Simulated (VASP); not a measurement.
Given:

```
CELL_PARAMETERS angstrom
      4.11959     0.00000     0.00000
      0.00000     4.11959     0.00000
      0.00000     0.00000     4.11959
ATOMIC_POSITIONS crystal
  K  0.00000 0.00000 0.00000
  Zn 0.50000 0.50000 0.50000
  F  0.50000 0.00000 0.50000
  F  0.00000 0.50000 0.50000
  F  0.50000 0.50000 0.00000
```

The numbers are results of PBE GGA with D3 dispersion (zero damping), VASP's PBE PAW potentials (set 64) (plane waves; VASP), not measurements. Run with 520 eV cut-off, 6×6×6 Γ-centred mesh, Gaussian smearing of 0.050 eV, potentials K_sv Zn F.

The job: KZnF3 (cubic perovskite), 5 atoms, PBE-D3 (zero damping), static run, 520 eV, 6×6×6 Γ-centred mesh. Roughly how much core time does it take on a busy server core?

About 30 core-seconds (one run on a shared machine, a rough figure). It had 20 irreducible k-points, 25 bands, up to 1924 plane waves and 21 electronic steps.

The compound is KZnF3 in the cubic perovskite structure. It was relaxed first, which changed the volume by +5 %.
